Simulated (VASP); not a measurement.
MoS2:

```xyz
6
Lattice="3.1690 0.0000 0.0000 -1.5845 2.7444 0.0000 0.0000 0.0000 12.3240" Properties=species:S:1:pos:R:3 pbc="T T T"
Mo    0.0000    1.8296    3.0810
Mo    1.5845    0.9148    9.2430
S     0.0000    1.8296    7.6779
S     1.5845    0.9148    1.5159
S     0.0000    1.8296   10.8081
S     1.5845    0.9148    4.6461
```

```yaml
Program: VASP 6.6.1
Task: relaxation of cell and atoms
Functional: PBE
Dispersion: D3(BJ)
Potentials_or_basis: VASP PAW PBE potentials, release 64 (Mo_sv, S)
Cutoff: 600 eV
k_mesh: 12 × 12 × 3
Occupations: gaussian, width 0.03 eV
Spin: no spin polarisation
```

At the start: pressure -2.1 GPa; volume 17.86 Å³/atom.

Task: How do energy, volume and symmetry change on relaxing?

Result: Over 11 steps the energy falls by 2.8 meV/atom and the volume is 17.30 Å³/atom (-3.2 %); space group P6_3/mmc (No. 194, to 0.05 Å).

Step by step:
```csv
step,energy change (eV),largest force (eV/Å),pressure (GPa),volume (Å³)
1,0.0000,0.0753,-2.05,107.18
2,0.0163,0.5260,3.47,103.67
3,-0.0088,0.1417,-0.09,105.86
4,-0.0114,0.0580,-0.06,105.44
5,-0.0115,0.0366,-0.07,105.33
6,-0.0130,0.0355,-0.03,105.08
7,-0.0160,0.0313,0.07,104.31
8,-0.0149,0.0206,0.41,102.76
9,-0.0168,0.0313,0.21,103.72
10,-0.0145,0.1359,-1.02,104.15
11,-0.0169,0.0015,-0.01,103.80
```

Final structure:
```
CELL_PARAMETERS angstrom
3.14878 0.00000 0.00000
-1.57439 2.72692 0.00000
0.00000 0.00000 12.08852
ATOMIC_POSITIONS crystal
Mo 0.33333 0.66667 0.25000
Mo 0.66667 0.33333 0.75000
S 0.33333 0.66667 0.62053
S 0.66667 0.33333 0.12053
S 0.33333 0.66667 0.87947
S 0.66667 0.33333 0.37947
```
